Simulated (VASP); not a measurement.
# InSb3N (Pm-3m) in VASP: notebook

One crystal, InSb3N, is run at these levels: PBE; tasks: single point, relaxation of cell and atoms.

Everything below comes from runs of VASP 6.6.1. Logs are shortened: lines on timing, memory, paths and dates and some standing lists are left out, and cuts for length are marked.

### Step 1. The structure

Symmetry: Pm-3m, No. 221, cubic system. Conventional cell: a = 3.990 Å, b = 3.990 Å, c = 3.990 Å, α = 90.00°, β = 90.00°, γ = 90.00°. Around In (site symmetry m-3m) lie 12 Sb at 2.82 Å. Sb (site symmetry 4/mmm) is surrounded by 2 N at 2.00 Å. N (site symmetry m-3m) has 6 Sb at 2.00 Å as nearest neighbours.

The cell comes from a database or a generator and needn't be the stable form of this composition.

### Step 2. Single point, PBE

INCAR

```
SYSTEM = InSb3N
ALGO = Normal
EDIFF = 1E-7
ENCUT = 520
GGA = PE
ISIF = 2
ISMEAR = 0
LASPH = .True.
LCHARG = .False.
LREAL = .False.
LWAVE = .False.
NBANDS = 24
NELM = 100
PREC = Accurate
SIGMA = 0.1
```

KPOINTS

```
k-points
0
Gamma
  4 4 4
  0 0 0
```

POSCAR

```
InSb3N
1.0
    3.9904599170      0.0000000000      0.0000000000
    0.0000000000      3.9904599170      0.0000000000
    0.0000000000      0.0000000000      3.9904599170
In Sb N
1 3 1
Direct
    0.0000000000      0.0000000000      0.0000000000
    0.5000000000      0.5000000000      0.0000000000
    0.0000000000      0.5000000000      0.5000000000
    0.5000000000      0.0000000000      0.5000000000
    0.5000000000      0.5000000000      0.5000000000
```

Potentials or basis: VASP PAW PBE potentials, release 64 (In_d, Sb, N).

Run with:

```console
$ cat potpaw_PBE.64/In_d/POTCAR potpaw_PBE.64/Sb/POTCAR potpaw_PBE.64/N/POTCAR > POTCAR
$ mpirun -np 1 vasp_std > vasp.out
```

OUTCAR:

```text
SYSTEM = InSb3N
   EDIFF = 1E-7
   ENCUT = 520
   GGA = PE
   ISIF = 2
   ISMEAR = 0
   LASPH = .True.
   LREAL = .False.
   NELM = 100
   PREC = Accurate

 ion  position               nearest neighbor table
   1  0.000  0.000  0.000-   2 2.82   3 2.82   4 2.82   3 2.82   4 2.82   2 2.82   3 2.82   3 2.82
                             2 2.82   4 2.82   4 2.82   2 2.82
   2  0.500  0.500  0.000-   5 2.00   5 2.00   4 2.82   1 2.82   3 2.82   4 2.82   3 2.82   1 2.82
                             4 2.82   4 2.82   1 2.82   3 2.82   3 2.82   1 2.82
   3  0.000  0.500  0.500-   5 2.00   5 2.00   4 2.82   1 2.82   1 2.82   2 2.82   1 2.82   4 2.82
                             1 2.82   2 2.82   4 2.82   2 2.82   2 2.82   4 2.82
   4  0.500  0.000  0.500-   5 2.00   5 2.00   3 2.82   1 2.82   1 2.82   2 2.82   2 2.82   3 2.82
                             2 2.82   2 2.82   1 2.82   3 2.82   1 2.82   3 2.82
   5  0.500  0.500  0.500-   2 2.00   3 2.00   4 2.00   2 2.00   4 2.00   3 2.00

  LATTYP: Found a simple cubic cell.
 ALAT       =     3.9904599170

  Lattice vectors:

 A1 = (   3.9904599170,   0.0000000000,   0.0000000000)
 A2 = (   0.0000000000,   3.9904599170,   0.0000000000)
 A3 = (   0.0000000000,   0.0000000000,   3.9904599170)

Analysis of symmetry for initial positions (statically):
=====================================================================
 Subroutine PRICEL returns:
 Original cell was already a primitive cell.

 Routine SETGRP: Setting up the symmetry group for a
 simple cubic supercell.

 Subroutine GETGRP returns: Found 48 space group operations
 (whereof 48 operations were pure point group operations)
 out of a pool of 48 trial point group operations.

The static configuration has the point symmetry O_h .

Analysis of symmetry for dynamics (positions and initial velocities):
=====================================================================
 Subroutine PRICEL returns:
 Original cell was already a primitive cell.

 Routine SETGRP: Setting up the symmetry group for a
 simple cubic supercell.

 Subroutine GETGRP returns: Found 48 space group operations
 (whereof 48 operations were pure point group operations)
 out of a pool of 48 trial point group operations.

The dynamic configuration has the point symmetry O_h .

 Subroutine INISYM returns: Found 48 space group operations
 (whereof 48 operations are pure point group operations),
 and found     1 'primitive' translations

----------------------------------------------------------------------------------------

                                     Primitive cell

  volume of cell :      63.5432

  direct lattice vectors                    reciprocal lattice vectors
     3.990459917  0.000000000  0.000000000     0.250597681  0.000000000  0.000000000
     0.000000000  3.990459917  0.000000000     0.000000000  0.250597681  0.000000000
     0.000000000  0.000000000  3.990459917     0.000000000  0.000000000  0.250597681

  length of vectors
     3.990459917  3.990459917  3.990459917     0.250597681  0.250597681  0.250597681

  position of ions in fractional coordinates (direct lattice)
     0.000000000  0.000000000  0.000000000
     0.500000000  0.500000000  0.000000000
     0.000000000  0.500000000  0.500000000
     0.500000000  0.000000000  0.500000000
     0.500000000  0.500000000  0.500000000

  ion indices of the primitive-cell ions
   primitive index   ion index
                 1           1
                 2           2
                 3           3
                 4           4
                 5           5

----------------------------------------------------------------------------------------

 KPOINTS: k-points

Automatic generation of k-mesh.
 Grid dimensions read from file:
 generate k-points for:    4    4    4

 Generating k-lattice:

  Cartesian coordinates                     Fractional coordinates (reciprocal lattice)
     0.062649420  0.000000000  0.000000000     0.250000000  0.000000000  0.000000000
     0.000000000  0.062649420  0.000000000     0.000000000  0.250000000  0.000000000
     0.000000000  0.000000000  0.062649420     0.000000000  0.000000000  0.250000000

  Length of vectors
     0.062649420  0.062649420  0.062649420

  Shift w.r.t. Gamma in fractional coordinates (k-lattice)
     0.000000000  0.000000000  0.000000000

 Subroutine IBZKPT returns following result:
 ===========================================

 Found     10 irreducible k-points:

 Following reciprocal coordinates:
            Coordinates               Weight
  0.000000  0.000000  0.000000      1.000000
  0.250000  0.000000  0.000000      6.000000
  0.500000  0.000000  0.000000      3.000000
  0.250000  0.250000  0.000000     12.000000
  0.500000  0.250000  0.000000     12.000000
  0.500000  0.500000  0.000000      3.000000
  0.250000  0.250000  0.250000      8.000000
  0.500000  0.250000  0.250000     12.000000
  0.500000  0.500000  0.250000      6.000000
  0.500000  0.500000  0.500000      1.000000
   k-points           NKPTS =     10   k-points in BZ     NKDIM =     10   number of bands    NBANDS=     24
   number of dos      NEDOS =    301   number of ions     NIONS =      5
   total plane-waves  NPLWV =  27000
   dimension x,y,z NGX =    30 NGY =   30 NGZ =   30
   dimension x,y,z NGXF=    60 NGYF=   60 NGZF=   60
   ions per type =               1   3   1
   NGX,Y,Z   is equivalent  to a cutoff of  12.50, 12.50, 12.50 a.u.
   NGXF,Y,Z  is equivalent  to a cutoff of  25.00, 25.00, 25.00 a.u.
 SYSTEM =  InSb3N
   PREC   = accura    normal or accurate (medium, high low for compatibility)
   ISTART =      0    job   : 0-new  1-cont  2-samecut
   ICHARG =      2    charge: 1-file 2-atom 10-const
   ISPIN  =      1    spin polarized calculation?
   LNONCOLLINEAR =      F non collinear calculations
   LSORBIT =      F    spin-orbit coupling
   LASPH  =      T    aspherical Exc in radial PAW
   ENCUT  =  520.0 eV  38.22 Ry    6.18 a.u.   7.42  7.42  7.42*2*pi/ulx,y,z
   NELM   =    100;   NELMIN=  2; NELMDL= -5     # of ELM steps
   EDIFF  = 0.1E-06   stopping-criterion for ELM
   LREAL  =      F    real-space projection
   EDIFFG = 0.1E-05   stopping-criterion for IOM
   NSW    =      0    number of steps for IOM
   IBRION =     -1    ionic relax: 0-MD 1-quasi-New 2-CG
   NFREE  =      0    steps in history (QN), initial steepest desc. (CG)
   ISIF   =      2    stress and relaxation
   ISYM   =      2    0-nonsym 1-usesym 2-fastsym
   POTIM  = 0.5000    time-step for ionic-motion
   TEBEG  =    0.0;   TEEND  =   0.0 temperature during run
   PSTRESS=    0.0 pullay stress
   NELECT =      33.0000    total number of electrons
   NUPDOWN=      -1.0000    fix difference up-down
   EMIN   =  10.00;   EMAX   =-10.00  energy-range for DOS
   EFERMI =   0.00;   METHOD = LEGACY
   ISMEAR =     0;   SIGMA  =   0.10  broadening in eV -4-tet -1-fermi 0-gaus
   EFERMI_NEDOS =   21; number of points for ismear=-14 and -15
   IALGO  =     38    algorithm
   IMIX   =      4    mixing-type and parameters
     AMIX     =   0.40;   BMIX     =  1.00
     AMIX_MAG =   1.60;   BMIX_MAG =  1.00
  volume/ion in A,a.u.               =      12.71        85.76
  Fermi-wavevector in a.u.,A,eV,Ry     =   1.315901  2.486692 23.559784  1.731595
  Thomas-Fermi vector in A             =   2.446051
   LORBIT       =      0    0 simple, 1 ext, 2 COOP (PROOUT), +10 PAW based schemes
   GGA     = PE    functional components
   LHFCALC =     F    Hartree Fock is set to
   AEXX    =    0.0000 exact exchange contribution
   IVDW    =     0    specifies the selected vdW correction
   LEPSILON=     F    determine dielectric tensor
   LRPA    =     F    only Hartree local field effects (RPA)
 non-spin polarized calculation
 Gauss-broadening in eV      SIGMA  =   0.10
  energy-cutoff  :      520.00
  volume of cell :       63.54
 maximum number of plane-waves:      1743
 NGX is ok and might be reduce to    30
   NGX = 15   NGY = 15   NGZ = 15

 number of electron      33.0000012 magnetization

 Free energy of the ion-electron system (eV)
  ---------------------------------------------------
  ext. energy  EPLUGINS =         0.00000000
  ---------------------------------------------------
  free energy    TOTEN  =        -7.18978281 eV

  energy without entropy =       -7.17950695  energy(sigma->0) =       -7.18464488

 E-fermi :  17.8257     XC(G=0): -13.2236

 val. band max:       17.7900857924   @ k =   0.2500   0.2500   0.2500
 cond. band min:      17.9372163989   @ k =   0.5000   0.5000   0.0000
 fundamental gap:      0.1471306064
 Fermi energy:        17.8256925999

 k-point     1 :       0.0000    0.0000    0.0000
  band No.  band energies     occupation
      1      -3.9195      2.00000
      2       2.0914      2.00000
      3       2.0914      2.00000
      4       2.2809      2.00000
      5       2.2809      2.00000
      6       2.2809      2.00000
[... 16 lines left out ...]
     23      24.1214      0.00000
     24      24.1214      0.00000

 k-point     2 :       0.2500    0.0000    0.0000
  band No.  band energies     occupation
      1      -3.6484      2.00000
      2       2.0344      2.00000
      3       2.1154      2.00000
      4       2.1935      2.00000
      5       2.1935      2.00000
      6       2.2808      2.00000
[... 16 lines left out ...]
     23      23.8447      0.00000
     24      25.6325      0.00000

 k-point     3 :       0.5000    0.0000    0.0000
  band No.  band energies     occupation
      1      -3.3109      2.00000
      2       1.5935      2.00000
      3       2.1129      2.00000
      4       2.1129      2.00000
      5       2.1396      2.00000
      6       2.2806      2.00000
[... 16 lines left out ...]
     23      23.3512      0.00000
     24      24.5426      0.00000
[... 136 lines left out ...]
 k-point     9 :       0.5000    0.5000    0.2500
  band No.  band energies     occupation
      1      -2.7993      2.00000
      2       1.8857      2.00000
      3       1.8857      2.00000
      4       1.9766      2.00000
      5       2.2786      2.00000
      6       2.3762      2.00000
[... 16 lines left out ...]
     23      24.7571      0.00000
     24      26.2369      0.00000

 k-point    10 :       0.5000    0.5000    0.5000
  band No.  band energies     occupation
      1      -2.6256      2.00000
      2       1.7252      2.00000
      3       1.7252      2.00000
      4       1.7252      2.00000
      5       2.3885      2.00000
      6       2.3885      2.00000
[... 16 lines left out ...]
     23      25.8685      0.00000
     24      25.8685      0.00000

------------------------ aborting loop because EDIFF is reached ----------------------------------------

  FORCE on cell =-STRESS in cart. coord.  units (eV):
  Direction    XX          YY          ZZ          XY          YZ          ZX
  --------------------------------------------------------------------------------------
  -------------------------------------------------------------------------------------
  Total       60.5805376     60.5805376     60.5805376      0.0000000      0.0000000     -0.0000000
  in kB     1527.4775893   1527.4775893   1527.4775893      0.0000000      0.0000000     -0.0000000
  external PRESSURE =    1527.4775893 kB  Pullay stress =       0.0000000 kB

 VOLUME and BASIS-vectors are now :
 -----------------------------------------------------------------------------
  energy-cutoff  :      520.00
  volume of cell :       63.54
      direct lattice vectors                 reciprocal lattice vectors
     3.990459917  0.000000000  0.000000000     0.250597681  0.000000000  0.000000000
     0.000000000  3.990459917  0.000000000     0.000000000  0.250597681  0.000000000
     0.000000000  0.000000000  3.990459917     0.000000000  0.000000000  0.250597681

 POSITION                                       TOTAL-FORCE (eV/Angst)
 -----------------------------------------------------------------------------------
      0.00000      0.00000      0.00000         0.000000      0.000000      0.000000
      1.99523      1.99523      0.00000         0.000000      0.000000      0.000000
      0.00000      1.99523      1.99523         0.000000      0.000000      0.000000
      1.99523      0.00000      1.99523         0.000000      0.000000      0.000000
      1.99523      1.99523      1.99523         0.000000      0.000000      0.000000
 -----------------------------------------------------------------------------------
    total drift:                                0.000000      0.000000      0.000000

  FREE ENERGIE OF THE ION-ELECTRON SYSTEM (eV)
  ---------------------------------------------------
  free  energy   TOTEN  =        -7.1897828077 eV

  energy  without entropy=       -7.1795069549  energy(sigma->0) =       -7.18464488
```

Run time: 16 s. Hardware: 1 thread of Intel Xeon Platinum 8559C (Emerald Rapids), shared host; peak memory 0.17 GiB.

Results:

```
Free energy            : -7.1898 eV
Pressure               : 152.7 GPa
Band gap on the k mesh : none (metal or under the smearing width)
```

Caveat: the k mesh is coarse (spacing up to 0.39 Å⁻¹), so the values aren't converged; a pressure of tens of GPa on the cell as given is suspect, and the run, the potentials or the cell itself is likely at fault.

(Part 1 of 2 ends here.)
